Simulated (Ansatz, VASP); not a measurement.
## GaGe in VASP and in Ansatz

Contents of INCAR:

```
ALGO = Fast
EDIFF = 1E-6
ENCUT = 520
GGA = CA
ISIF = 2
ISMEAR = 0
LASPH = True
LCHARG = True
LELF = True
LREAL = False
LVHAR = True
LWAVE = False
NBANDS = 20
NELM = 80
PREC = Accurate
SIGMA = 0.15
```

KPOINTS

```
k-points
0
Gamma
  14 14 14
```

The input POSCAR:

```
GaGe
1.0
    0.0000000000      2.8978440000      2.8978440000
    3.2780411328      0.0000000000      2.8978440000
    3.2780411328      2.8978440000      0.0000000000
Ga Ge
1 1
Direct
    0.7500000000      0.7500000000      0.7500000000
    0.0000000000      0.0000000000      0.0000000000
```

Input for Ansatz:

```yaml
crystal:
  lattice:
    - [0.0, 2.897844, 2.897844]
    - [3.2780411328, 0.0, 2.897844]
    - [3.2780411328, 2.897844, 0.0]
  atoms:
    - { symbol: Ga, position: [0.75, 0.75, 0.75] }
    - { symbol: Ge, position: [0.0, 0.0, 0.0] }
basis:
  ecutwfc: 420
kpoints:
  mp_grid: { grid: [14, 14, 14] }
hamiltonian:
  xc: lda
scf:
  occupations: { method: gaussian, width: 0.15 }
output:
  forces: true
  stress: true
  eigenvalues: true
```

Change from the starting cell: strain +0.1312 x Voigt [1, 0, 0, 0, 0, 0], atoms carried along.

Alike in both runs: task single point; functional LDA; k mesh 14 × 14 × 14; occupations gaussian, width 0.15 eV; no spin polarisation.

|  | VASP | Ansatz |
| --- | --- | --- |
| version | VASP 6.6.1 | Ansatz 0.2.0 |
| potentials or method | VASP PAW LDA potentials, release 64 (Ga_d, Ge_d) | scalar-relativistic, plane waves, PAW |
| plane-wave cutoff (eV) | 520 | 420 |
| valence electrons in the cell | 27 | 27 |

```csv
,VASP,Ansatz,Ansatz less VASP
gap on the k mesh at the Fermi level (eV),none,none,-
pressure (GPa),-7.9,-7.9,+0.04
largest component of the traceless stress (GPa),0.41,0.41,+0.007
```

A gap of «none» marks a metal or a gap that the smearing closes.
